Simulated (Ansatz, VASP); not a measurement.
# SiO2: VASP beside Ansatz

One calculation is typed for both programs; each brings its own data sets. How far apart do they land? The cell is taken from a series of runs on this material, whose earlier steps may have relaxed, scaled, displaced or heated it; both programs get it as it stands.

Calculated with Ansatz 0.2.0; plane waves, with VASP 6.6.1 beside it; zone-centre phonons at LDA.

## Step 1: Set-up

It takes space group P4_2/mnm (No. 136, tetragonal). Conventional cell: a = 4.025 Å, b = 4.025 Å, c = 2.609 Å, α = 90.00°, β = 90.00°, γ = 90.00°. Nearest to O lie 3 Si at 1.72 to 1.73 Å. Nearest to Si lie 6 O at 1.72 to 1.73 Å. Farther neighbours and most contacts between anions are not listed.

Coordinates:

```cif
data_structure
_symmetry_space_group_name_H-M 'P4_2/mnm'
_symmetry_Int_Tables_number 136
_cell_length_a 4.0253
_cell_length_b 4.0253
_cell_length_c 2.6087
_cell_angle_alpha 90.000
_cell_angle_beta 90.000
_cell_angle_gamma 90.000
_cell_volume 42.27
loop_
_atom_site_label
_atom_site_type_symbol
_atom_site_symmetry_multiplicity
_atom_site_Wyckoff_symbol
_atom_site_fract_x
_atom_site_fract_y
_atom_site_fract_z
_atom_site_occupancy
O1 O 4 f 0.69696 0.69696 0.00000 1
Si1 Si 2 a 0.50000 0.50000 0.50000 1
```

## Step 2: VASP: zone-centre phonons, LDA

Second derivatives magnify differences that forces hide, and they need a tight electronic threshold.

Lines of VASP's logs that name or quote its potential files are left out, and so is its time.

Contents of INCAR:

```
SYSTEM = SiO2
PREC = Accurate
ENCUT = 600
EDIFF = 1E-08
NELM = 120
ISMEAR = 0
SIGMA = 0.01
LREAL = .FALSE.
ALGO = Normal
GGA = CA
NBANDS = 22
LORBIT = 11
LWAVE = .FALSE.
LCHARG = .FALSE.
ISIF = 2
IBRION = 8
LEPSILON = .TRUE.
LASPH = .TRUE.
GGA_COMPAT = .FALSE.
EFERMI = MIDGAP
KPAR = 2
```

Contents of POSCAR:

```
SiO2
1.0
    4.0252597418      0.0000000000      0.0000000000
    0.0000000000      4.0252597418      0.0000000000
    0.0000000000      0.0000000000      2.6087087973
O Si
4 2
Direct
    0.6969628204      0.6969628204      0.0000000000
    0.1969628204      0.8030371796      0.5000000000
    0.3030371796      0.3030371796      0.0000000000
    0.8030371796      0.1969628204      0.5000000000
    0.5000000000      0.5000000000      0.5000000000
    0.0000000000      0.0000000000      0.0000000000
```

Contents of KPOINTS:

```
Automatic mesh
0
Gamma
8 8 8
0 0 0
```

PAW data sets: O and Si (LDA family, release 64).

Launch:

```bash
$ mpirun -np 2 vasp_std
```

Numbers of over 12 decimals in the logs are rounded to 6 here.

The program printed:

```text
[banner, memory and clock lines left out]
running    2 mpi-ranks, on    1 nodes
 distrk:  each k-point on    1 cores,    2 groups
 distr:  one band on    1 cores,    1 groups

 POSCAR found type information on POSCAR O Si
 POSCAR found :  2 types and       6 ions
 LDA part: xc-table for (Slater(with rela. corr.)+CA(PZ))
 , standard interpolation
 POSCAR, INCAR and KPOINTS ok, starting setup
 FFT: planning ... GRIDC
 FFT: planning ... GRID_SOFT
 FFT: planning ... GRID
 WAVECAR not read
 entering main loop
       N       E                     dE             d eps       ncg     rms          rms(c)
DAV:   1     0.159423169522E+03    0.15942E+03   -0.19895E+04  3308   0.159E+03
DAV:   2    -0.497589351452E+02   -0.20918E+03   -0.20053E+03  4198   0.330E+02
DAV:   3    -0.567935827700E+02   -0.70346E+01   -0.70117E+01  4188   0.601E+01
DAV:   4    -0.568420941089E+02   -0.48511E-01   -0.48489E-01  4122   0.575E+00
DAV:   5    -0.568425176436E+02   -0.42353E-03   -0.42350E-03  4068   0.511E-01    0.200E+01
DAV:   6    -0.517460475590E+02    0.50965E+01   -0.17128E+01  3948   0.286E+01    0.979E+00
DAV:   7    -0.516563055948E+02    0.89742E-01   -0.73801E-01  3954   0.550E+00    0.337E+00
DAV:   8    -0.516258809529E+02    0.30425E-01   -0.28833E-02  3942   0.154E+00    0.110E+00
DAV:   9    -0.516208870381E+02    0.49939E-02   -0.60491E-03  4068   0.611E-01    0.221E-01
DAV:  10    -0.516208776971E+02    0.93409E-05   -0.17771E-04  3966   0.104E-01    0.546E-02
DAV:  11    -0.516208799187E+02   -0.22216E-05   -0.12340E-05  4080   0.272E-02    0.130E-02
DAV:  12    -0.516208797572E+02    0.16143E-06   -0.12798E-06  4020   0.919E-03    0.342E-03
DAV:  13    -0.516208796923E+02    0.64958E-07   -0.30962E-07  4062   0.429E-03    0.704E-04
DAV:  14    -0.516208796930E+02   -0.69213E-09   -0.11119E-08  2612   0.817E-04
   1 F= -.51620880E+02 E0= -.51620880E+02  d E =0.000000E+00
 Linear response reoptimize wavefunctions to high precision
DAV:   1    -0.516208796928E+02    0.14006E-09   -0.10180E-09  2652   0.275E-04
DAV:   2    -0.516208796928E+02   -0.72760E-11   -0.12995E-10  2310   0.898E-05
 Linear response G [H, r] |phi>, progress :
  Direction:   1
       N       E                     dE             d eps       ncg     rms
RMM:   1    -0.140868127162E+03   -0.14087E+03    0.84341E-02  7441   0.988E+01
RMM:   2    -0.116730577423E+03    0.24138E+02   -0.90791E+00  5570   0.218E+01
RMM:   3    -0.116782935730E+03   -0.52358E-01   -0.92922E-02  5757   0.204E+00
RMM:   4    -0.116784446738E+03   -0.15110E-02   -0.85000E-04  6036   0.233E-01
RMM:   5    -0.116784513016E+03   -0.66278E-04    0.15802E-05  6123   0.316E-02
RMM:   6    -0.116784518571E+03   -0.55547E-05    0.13110E-06  6189   0.500E-03
RMM:   7    -0.116784519576E+03   -0.10052E-05   -0.14843E-05  6093   0.162E-03
RMM:   8    -0.116784519774E+03   -0.19766E-06   -0.23207E-06  4799   0.116E-03
RMM:   9    -0.116784520045E+03   -0.27139E-06   -0.13181E-05  4180   0.112E-03
RMM:  10    -0.116784519973E+03    0.71798E-07   -0.35512E-05  4018   0.112E-03
RMM:  11    -0.116784520150E+03   -0.17684E-06   -0.26176E-05  4017   0.113E-03
 Linear response G [H, r] |phi>, progress :
  Direction:   2
       N       E                     dE             d eps       ncg     rms
RMM:   1    -0.140497858274E+03   -0.14050E+03    0.52179E+01  7408   0.100E+02
RMM:   2    -0.112794534674E+03    0.27703E+02   -0.10233E+01  5510   0.234E+01
RMM:   3    -0.112861692022E+03   -0.67157E-01   -0.99207E-02  5773   0.214E+00
RMM:   4    -0.112863402770E+03   -0.17107E-02   -0.95333E-04  6043   0.251E-01
RMM:   5    -0.112863472480E+03   -0.69710E-04    0.19792E-05  6147   0.330E-02
RMM:   6    -0.112863477909E+03   -0.54298E-05    0.72180E-06  6202   0.503E-03
RMM:   7    -0.112863478774E+03   -0.86488E-06    0.41514E-06  6073   0.146E-03
RMM:   8    -0.112863478109E+03    0.66529E-06    0.23989E-05  4863   0.992E-04
RMM:   9    -0.112863477959E+03    0.14990E-06   -0.12703E-05  4126   0.949E-04
RMM:  10    -0.112863478116E+03   -0.15669E-06   -0.35205E-05  3980   0.959E-04
RMM:  11    -0.112863477876E+03    0.23961E-06   -0.66376E-05  3959   0.970E-04
 Linear response G [H, r] |phi>, progress :
  Direction:   3
       N       E                     dE             d eps       ncg     rms
RMM:   1    -0.136514626784E+03   -0.13651E+03    0.33636E+01  7143   0.959E+01
 LRF_COMMUTATOR internal error: the vector H(1)-e(1) S(1) |phi(0)> is not orthog
 onal to |phi(0)> (-1.019157729476583E-004,2.740863092043355E-014)
 LRF_COMMUTATOR internal error: the vector H(1)-e(1) S(1) |phi(0)> is not orthog
 onal to |phi(0)> (1.019157729049147E-004,-3.573183415817027E-014)
 LRF_COMMUTATOR internal error: the vector H(1)-e(1) S(1) |phi(0)> is not orthog
 onal to |phi(0)> (-1.137861844635601E-004,4.507505479978136E-014)
 LRF_COMMUTATOR internal error: the vector H(1)-e(1) S(1) |phi(0)> is not orthog
 onal to |phi(0)> (1.137861843872878E-004,-1.146409356334033E-013)
[...]
RMM:   4    -0.301641416744E+00   -0.64755E-06   -0.78643E-07  5926   0.413E-03
RMM:   5    -0.301641428251E+00   -0.11507E-07   -0.22045E-08  5369   0.611E-04
RMM:   6    -0.301641428578E+00   -0.32680E-09   -0.14356E-09  3727   0.120E-04
 change of polarisation eV/A/(eV/A) component  3 :    -0.053    -0.045     0.603
 dielectric tensor                  component  3 :    -0.228    -0.193     3.583
[...]
RMM:   3    -0.292750531201E+00    0.88555E-02   -0.57139E-03  5388   0.476E-01    0.574E-01
RMM:   4    -0.300579435826E+00   -0.78289E-02   -0.88748E-03  5626   0.587E-01    0.531E-02
RMM:   5    -0.301398269936E+00   -0.81883E-03   -0.10826E-04  5813   0.809E-02    0.961E-03
RMM:   6    -0.301491511890E+00   -0.93242E-04   -0.15792E-06  5984   0.789E-03    0.472E-03
RMM:   7    -0.301539425443E+00   -0.47914E-04   -0.19601E-07  6045   0.243E-03    0.258E-04
RMM:   8    -0.301546295333E+00   -0.68699E-05    0.57581E-08  6003   0.349E-04    0.111E-04
RMM:   9    -0.301546698943E+00   -0.40361E-06    0.16824E-08  4956   0.139E-04    0.148E-05
RMM:  10    -0.301546726076E+00   -0.27133E-07   -0.18124E-09  2816   0.537E-05    0.719E-06
 change of polarisation eV/A/(eV/A) component  3 :    -0.052    -0.044     0.570
 dielectric tensor                  component  3 :    -0.224    -0.189     3.441
 Linear response DOF=           4
 Linear response progress:
  Degree of freedom:   1/  4
       N       E                     dE             d eps       ncg     rms          rms(c)
RMM:   1    -0.379011648827E+00   -0.37901E+00    0.32264E-01 13952   0.385E+00
RMM:   2    -0.370050110580E+00    0.89615E-02   -0.90353E-03 13036   0.623E-01    0.270E-01
RMM:   3    -0.371054174214E+00   -0.10041E-02   -0.16864E-03 11863   0.244E-01    0.146E-01
RMM:   4    -0.373100510731E+00   -0.20463E-02   -0.13788E-03 12672   0.199E-01    0.397E-02
RMM:   5    -0.373200473976E+00   -0.99963E-04   -0.57872E-05 13445   0.444E-02    0.823E-03
RMM:   6    -0.373277595755E+00   -0.77122E-04   -0.42861E-06 13840   0.108E-02    0.378E-03
RMM:   7    -0.373254635268E+00    0.22960E-04   -0.86193E-07 13631   0.474E-03    0.110E-03
RMM:   8    -0.373262151143E+00   -0.75159E-05    0.34287E-08 13939   0.158E-03    0.224E-04
RMM:   9    -0.373261936030E+00    0.21511E-06    0.79448E-09 13904   0.251E-04    0.712E-05
RMM:  10    -0.373261984236E+00   -0.48206E-07   -0.24536E-08 14032   0.887E-05    0.165E-05
RMM:  11    -0.373261958205E+00    0.26030E-07   -0.22493E-08 13942   0.433E-05    0.335E-06
RMM:  12    -0.373261988603E+00   -0.30398E-07   -0.35456E-08 13592   0.350E-05    0.120E-06
RMM:  13    -0.373261993895E+00   -0.52914E-08   -0.10930E-08 11872   0.328E-05    0.418E-07
 first order change of Fermi-energy   0.67719E+00
 force on displaced ion       1 direction 1 : -28.741 -15.679   0.000
 Born effective charge ion    1 direction 1 :  -1.868  -0.509   0.000
 Linear response progress:
  Degree of freedom:   2/  4
       N       E                     dE             d eps       ncg     rms          rms(c)
RMM:   1    -0.354864818991E+00   -0.35486E+00    0.35364E-01 12054   0.386E+00
RMM:   2    -0.347509518721E+00    0.73553E-02   -0.76289E-03 11140   0.576E-01    0.261E-01
RMM:   3    -0.348817861676E+00   -0.13083E-02   -0.10781E-03  9942   0.209E-01    0.139E-01
RMM:   4    -0.351284342572E+00   -0.24665E-02   -0.10946E-03 10218   0.204E-01    0.243E-02
RMM:   5    -0.351194997362E+00    0.89345E-04   -0.44500E-05 11724   0.409E-02    0.277E-03
RMM:   6    -0.351250321186E+00   -0.55324E-04   -0.15963E-06 12057   0.588E-03    0.105E-03
RMM:   7    -0.351242169057E+00    0.81521E-05    0.17924E-07 11931   0.129E-03    0.187E-04
RMM:   8    -0.351243576053E+00   -0.14070E-05   -0.45893E-09 12063   0.219E-04    0.763E-05
RMM:   9    -0.351243790330E+00   -0.21428E-06   -0.11799E-08 12199   0.663E-05    0.123E-05
RMM:  10    -0.351243989925E+00   -0.19959E-06    0.24073E-09 11403   0.387E-05    0.562E-06
RMM:  11    -0.351243982979E+00    0.69464E-08    0.13977E-09 11455   0.279E-05    0.477E-07
 first order change of Fermi-energy   0.21248E-03
 force on displaced ion       1 direction 3 :  -0.002  -0.002 -25.071
 Born effective charge ion    1 direction 3 :  -0.000  -0.000  -1.988
 Linear response progress:
  Degree of freedom:   3/  4
       N       E                     dE             d eps       ncg     rms          rms(c)
RMM:   1    -0.346107967855E-01   -0.34611E-01    0.15954E-01 21813   0.209E+00
RMM:   2    -0.253024910983E-01    0.93083E-02   -0.50932E-03 12985   0.538E-01    0.198E-01
RMM:   3    -0.246362762785E-01    0.66621E-03   -0.53111E-04 13247   0.114E-01    0.118E-01
RMM:   4    -0.242447637759E-01    0.39151E-03   -0.46760E-04 13237   0.136E-01    0.145E-02
RMM:   5    -0.242382094517E-01    0.65543E-05    0.99396E-06 13418   0.195E-02    0.730E-03
RMM:   6    -0.242358934185E-01    0.23160E-05   -0.46119E-06 13537   0.792E-03    0.151E-03
RMM:   7    -0.242378142781E-01   -0.19209E-05   -0.95831E-07 13533   0.177E-03    0.609E-04
RMM:   8    -0.242390851804E-01   -0.12709E-05   -0.30195E-07 13711   0.459E-04    0.137E-04
RMM:   9    -0.242392381277E-01   -0.15295E-06    0.31271E-07 13692   0.176E-04    0.358E-05
RMM:  10    -0.242392312739E-01    0.68538E-08    0.42527E-07 13781   0.674E-05    0.109E-05
RMM:  11    -0.242392835699E-01   -0.52296E-07   -0.51025E-08 13719   0.274E-05    0.193E-06
RMM:  12    -0.242392823348E-01    0.12351E-08   -0.85728E-09 13421   0.141E-05    0.116E-06
 first order change of Fermi-energy  -0.52459E-05
 force on displaced ion       5 direction 1 : -41.212  -4.415   0.000
 Born effective charge ion    5 direction 1 :   3.735  -0.286   0.000
 Linear response progress:
  Degree of freedom:   4/  4
       N       E                     dE             d eps       ncg     rms          rms(c)
RMM:   1    -0.203983704827E-01   -0.20398E-01    0.37686E-02 10370   0.130E+00
RMM:   2    -0.174495725212E-01    0.29488E-02   -0.13358E-03  7770   0.238E-01    0.223E-01
RMM:   3    -0.173412927209E-01    0.10828E-03   -0.18350E-04  7923   0.771E-02    0.132E-01
RMM:   4    -0.174717613371E-01   -0.13047E-03   -0.22077E-04  7854   0.857E-02    0.117E-02
RMM:   5    -0.174418421296E-01    0.29919E-04   -0.65728E-06  7974   0.141E-02    0.229E-03
RMM:   6    -0.174417293388E-01    0.11279E-06   -0.19150E-07  8151   0.125E-03    0.593E-04
RMM:   7    -0.174397464814E-01    0.19829E-05   -0.62343E-10  8214   0.598E-04    0.107E-04
RMM:   8    -0.174395623357E-01    0.18415E-06   -0.11529E-10  8163   0.931E-05    0.503E-05
RMM:   9    -0.174395961352E-01   -0.33799E-07   -0.82606E-09  8328   0.272E-05    0.315E-06
RMM:  10    -0.174395887741E-01    0.73611E-08   -0.13883E-08  7915   0.111E-05    0.120E-06
 first order change of Fermi-energy  -0.32335E-05
 force on displaced ion       5 direction 3 :  -0.000   0.000 -30.150
 Born effective charge ion    5 direction 3 :   0.000   0.000   3.976
 Born effective charges drift removed
 Linear response finished
```

(Continued in part 2 of 3.)

[Lines on the potential files, build, host, timing and source positions are cut from VASP's logs without a mark.]

[Logs are printed without paths, hosts, clocks, repeated set-up lines and the standing remarks that a program may print on its own settings, such as how far it seeks lower states.]

[Hosts, paths, dates, database ids (printed as entryN), source tags and the programs' standing remarks are cut or masked in the printed files.]
